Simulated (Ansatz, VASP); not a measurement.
Li3Al in VASP and in Ansatz

INCAR

```
SYSTEM = Li3Al
PREC = Accurate ; ENCUT = 520
EDIFF = 1E-6 ; ISMEAR = -1
SIGMA = 0.1 ; LREAL = Auto
LASPH = .TRUE. ; NELM = 100
ALGO = Normal ; ISIF = 2
LWAVE = .FALSE. ; LCHARG = .TRUE.
LDIPOL = .TRUE. ; IDIPOL = 3
DIPOL = 0.5 0.5 0.500 ; LELF = .TRUE.
LVHAR = .TRUE. ; LVACPOTAV = .TRUE.
NBANDS = 38
```

File KPOINTS:

```
Automatic mesh
0
G
  3 4 1
  0 0 0
```

Contents of POSCAR:

```
Li3Al
1.0
    5.5197104650      0.0000000000      0.0000000000
    0.0000000000      5.1665460332      0.0000000000
    0.0000000000      0.0000000000     22.9993132321
Li Al
12 4
Direct
    0.7500000000      0.5000000000      0.3478364732
    0.2500000000      0.5000000000      0.3478364732
    0.5000000000      0.0000000000      0.3478364732
    0.2500000000      0.2146538632      0.4492788244
    0.7500000000      0.2146538632      0.4492788244
    1.0000000000      0.7146538632      0.4492788244
    0.7500000000      0.9293077263      0.5507211756
    0.2500000000      0.9293077263      0.5507211756
    0.5000000000      0.4293077263      0.5507211756
    0.2500000000      0.6439615895      0.6521635268
    0.7500000000      0.6439615895      0.6521635268
    1.0000000000      0.1439615895      0.6521635268
    0.0000000000      0.0000000000      0.3478364732
    0.5000000000      0.7146538632      0.4492788244
    1.0000000000      0.4293077263      0.5507211756
    0.5000000000      0.1439615895      0.6521635268
```

Input for Ansatz:

```yaml
crystal:
  lattice:
    - [5.51971046501718, 0.0, 0.0]
    - [-7.337111617495038e-17, 5.166546033194152, 0.0]
    - [0.0, -0.0, 22.999313232118023]
  atoms:
    - { symbol: Li, position: [0.7499999999999999, 0.4999999999999997, 0.34783647317034583] }
    - { symbol: Li, position: [0.2499999999999999, 0.5, 0.34783647317034583] }
    - { symbol: Li, position: [0.49999999999999994, 0.0, 0.34783647317034583] }
    - { symbol: Al, position: [0.0, 0.0, 0.34783647317034583] }
    - { symbol: Li, position: [0.24999999999999975, 0.21465386316028634, 0.44927882439011524] }
    - { symbol: Li, position: [0.7499999999999999, 0.21465386316028634, 0.44927882439011524] }
    - { symbol: Li, position: [0.9999999999999999, 0.7146538631602866, 0.44927882439011524] }
    - { symbol: Al, position: [0.49999999999999994, 0.7146538631602866, 0.44927882439011524] }
    - { symbol: Li, position: [0.7499999999999999, 0.9293077263205729, 0.5507211756098848] }
    - { symbol: Li, position: [0.24999999999999978, 0.9293077263205731, 0.5507211756098848] }
    - { symbol: Li, position: [0.5, 0.42930772632057307, 0.5507211756098848] }
    - { symbol: Al, position: [0.9999999999999999, 0.42930772632057307, 0.5507211756098848] }
    - { symbol: Li, position: [0.24999999999999956, 0.6439615894808592, 0.6521635268296542] }
    - { symbol: Li, position: [0.75, 0.6439615894808592, 0.6521635268296542] }
    - { symbol: Li, position: [0.9999999999999999, 0.1439615894808597, 0.6521635268296542] }
    - { symbol: Al, position: [0.5, 0.1439615894808597, 0.6521635268296542] }
kpoints:
  mp_grid:
    grid: [3, 4, 1]
hamiltonian:
  xc: lda
efield:
  axis: 3
  dipole_correction: true
scf:
  occupations:
    method: fermi_dirac
    width: 0.1
output:
  write_potential: true
  forces: true
```

Alike in both runs: task single point; functional LDA; k mesh 3 × 4 × 1; occupations fermi-dirac, width 0.1 eV; no spin polarisation.

|  | VASP | Ansatz |
| --- | --- | --- |
| version | VASP 6.6.1 | Ansatz 0.2.0 |
| potentials or method | VASP PAW LDA potentials, release 64 (Li_sv, Al) | plane waves, PAW |
| plane-wave cutoff (eV) | 520 | 420 |
| valence electrons in the cell | 48 | 48 |

```tsv
	VASP	Ansatz	Ansatz less VASP
gap on the k mesh at the Fermi level (eV)	none	none	-
rms of the force components (eV/Å)	0.123	0.123	+0.0001
```

A gap of «none» marks a metal or a gap that the smearing closes. Ansatz warned: «xc_potential_rough_in_thin_density».

Caveats: the k mesh is coarse (spacing up to 0.38 Å⁻¹), so the values aren't converged.
